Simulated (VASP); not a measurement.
Calculation: PBE GGA + U (Dudarev), VASP's PBE PAW potentials (set 64) (plane waves; VASP).

Input for VASP

File KPOINTS:
```
Regular mesh
0
G
 11 11 11
0 0 0
```

POSCAR:
```
NiAl
1
    2.9656080000     0.0000000000     0.0000000000
    0.0000000000     2.9478510000     0.0000000000
    0.0000000000     0.0000000000     2.9100140000
Al Ni
1 1
Direct
  0.5000000000   0.5000000000   0.5000000000
  0.0094750000   0.0000000000   0.0000000000
```

INCAR:
```
# general
SYSTEM   =NiAl
PREC     =Accurate
ENCUT    =400   # plane-wave cut-off (eV)
LREAL    =F
LASPH    =T   # aspherical one-centre terms

# electronic loop
EDIFF    =1E-6
NELM     =100
ALGO     =Normal
LMAXMIX  =4

# smearing
ISMEAR   =1
SIGMA    =0.1   # width (eV)

# functional
GGA      =PE   # PBE

# DFT+U
LDAU     =T
LDAUTYPE =2
LDAUL    =-1 2
LDAUU    =0 5.0
LDAUJ    =0 0
LDAUPRINT=1

# ions
ISIF     =2

# output
LWAVE    =F
LCHARG   =F
LORBIT   =10
```

POTCAR, in this order: Al Ni (PBE.64 set). Program: vasp_std.

The run wrote:

File OUTCAR:
```
 ion  position               nearest neighbor table
   1  0.500  0.500  0.500-   2 2.53   2 2.53   2 2.53   2 2.53   2 2.56   2 2.56   2 2.56   2 2.56
  LATTYP: Found a simple orthorhombic cell.
 ALAT       =     2.9100140000
 B/A-ratio  =     1.0130023429
 C/A-ratio  =     1.0191043754
 Subroutine PRICEL returns:
 Original cell was already a primitive cell.
 Subroutine GETGRP returns: Found  4 space group operations
The static configuration has the point symmetry C_2v.
The dynamic configuration has the point symmetry C_2v.
 Subroutine INISYM returns: Found  4 space group operations
 Subroutine IBZKPT returns following result:
 Found    216 irreducible k-points:

 Following reciprocal coordinates:
            Coordinates               Weight
  0.000000  0.000000  0.000000      1.000000
  0.090909  0.000000  0.000000      2.000000
  0.181818  0.000000  0.000000      2.000000
  0.272727  0.000000  0.000000      2.000000
  0.363636  0.000000  0.000000      2.000000
  0.454545  0.000000  0.000000      2.000000
  0.000000  0.090909  0.000000      2.000000
  0.090909  0.090909  0.000000      4.000000
...
```

**OSZICAR**
```
       N       E                     dE             d eps       ncg     rms          rms(c)
DAV:   1     0.388336018486E+02    0.38834E+02   -0.49042E+03  4360   0.111E+03
DAV:   2    -0.687564464746E+01   -0.45709E+02   -0.43578E+02  4362   0.189E+02
DAV:   3    -0.795238111822E+01   -0.10767E+01   -0.10718E+01  5104   0.397E+01
DAV:   4    -0.796706513920E+01   -0.14684E-01   -0.14679E-01  4972   0.411E+00
DAV:   5    -0.796746685699E+01   -0.40172E-03   -0.40171E-03  4876   0.689E-01    0.723E+00
DAV:   6    -0.833327819287E+01   -0.36581E+00   -0.15005E+01  4760   0.688E+01    0.709E+00
DAV:   7    -0.752759291289E+01    0.80569E+00   -0.49748E+00  4778   0.422E+01    0.134E+00
DAV:   8    -0.751374667858E+01    0.13846E-01   -0.10131E-01  4702   0.301E+00    0.608E-01
DAV:   9    -0.751065270902E+01    0.30940E-02   -0.19055E-02  5160   0.233E+00    0.731E-02
DAV:  10    -0.751068608063E+01   -0.33372E-04   -0.28373E-04  4722   0.228E-01    0.322E-02
DAV:  11    -0.751069544055E+01   -0.93599E-05   -0.48988E-05  4916   0.118E-01    0.518E-03
DAV:  12    -0.751069535873E+01    0.81817E-07   -0.37967E-06  3380   0.301E-02
   1 F= -.75106954E+01 E0= -.75107854E+01  d E =0.270037E-03
```

**OUTCAR**
```
------------------------ aborting loop because EDIFF is reached ----------------------------------------
  FORCE on cell =-STRESS in cart. coord.  units (eV):
  Direction    XX          YY          ZZ          XY          YZ          ZX
  --------------------------------------------------------------------------------------
  Total       -2.0295077     -1.9732051     -1.8109139      0.0000000      0.0000000      0.0000000
  in kB     -127.8165009   -124.2706167   -114.0496720      0.0000000      0.0000000      0.0000000
  external PRESSURE =    -122.0455966 kB  Pullay stress =       0.0000000 kB
  volume of cell :       25.44
      direct lattice vectors                 reciprocal lattice vectors
     2.965608000  0.000000000  0.000000000     0.337198982  0.000000000  0.000000000
     0.000000000  2.947851000  0.000000000     0.000000000  0.339230171  0.000000000
     0.000000000  0.000000000  2.910014000     0.000000000  0.000000000  0.343640958
 POSITION                                       TOTAL-FORCE (eV/Angst)
 -----------------------------------------------------------------------------------
      1.48280      1.47393      1.45501         0.105455      0.000000      0.000000
      0.02810      0.00000      0.00000        -0.105455      0.000000      0.000000
 -----------------------------------------------------------------------------------
    total drift:                                0.000017      0.000000      0.000014
  FREE ENERGIE OF THE ION-ELECTRON SYSTEM (eV)
  ---------------------------------------------------
  free  energy   TOTEN  =        -7.5106953587 eV

  energy  without entropy=       -7.5109653956  energy(sigma->0) =       -7.51078537

 total charge

# of ion       s       p       d       tot
------------------------------------------
    1        0.380   0.376   0.000   0.756
    2        0.426   0.424   8.716   9.566
--------------------------------------------------
tot          0.807   0.800   8.716  10.323
```
(Selected blocks of OUTCAR.)

The compound is NiAl in the CsCl type structure. The cell was not relaxed at this level, atoms are displaced from their ideal sites. The run is one of a series of settings (LDAU = .TRUE., LDAUJ = 0 0, LDAUL = -1 2, LDAUTYPE = 2, LDAUU = 0 5.0 against the base run), some of them coarse on purpose. The run is not spin-polarised, so no magnetic state was tried. The electron count is odd and the run is not spin-polarised, which forces a metal.
